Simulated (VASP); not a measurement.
Input:

```xyz
8
Lattice="6.3960 0.0000 0.0000 0.0000 6.3960 0.0000 0.0000 0.0000 6.3960" Properties=species:S:1:pos:R:3 pbc="T T T"
Hg     0.0000     6.3960     6.3960
Hg     3.1980     3.1980     6.3960
Hg     3.1980     0.0000     3.1980
Te     1.4406     1.7574     1.7574
Te     4.9553     4.6386     1.7574
Te     4.9553     1.7574     4.6386
Te     1.4406     4.6386     4.6386
Be     0.0000     3.1980     3.1980
```

Level of theory: PBE GGA, VASP's PBE PAW potentials (set 64) (plane waves; VASP). Settings: 400 eV cut-off, Gaussian smearing of 0.050 eV, potentials Hg Te Be.

Unless said otherwise, spin-orbit coupling is left out, though it shifts the bands of the heavy elements here.

Question: Give the energies of bands 23 to 36 at the high-symmetry points, in eV from the valence-band maximum.

Answer: 
```
band      Γ      X      M      R
----  -----  -----  -----  -----
23    -2.22  -2.61  -3.62  -4.38
24    -2.22  -2.54  -2.53  -1.28
25    -2.22  -2.54  -2.53  -1.28
26    -1.76  -2.51  -2.09  -1.28
27    -1.76  -2.19  -1.93  -0.59
28    -1.76  -1.28  -1.04  -0.59
29     0.00  -1.28  -1.04  -0.59
30     0.00  -0.72  -1.01  -0.46
31     0.00  -0.72  -0.11  -0.46
32     0.04   1.79   1.56   0.73
33     1.42   2.29   2.54   0.73
34     1.42   2.94   2.54   0.73
35     2.73   3.20   3.42   2.19
36     2.73   3.45   4.43   4.76
```

The gap is direct, 0.04 eV, from the valence maximum at Γ to the conduction minimum at Γ.

The structure was generated: BeHg3Te4 was put into an ordered model structure (P-43m), which need not be its known phase. It was relaxed first, which changed the volume by +7 %.
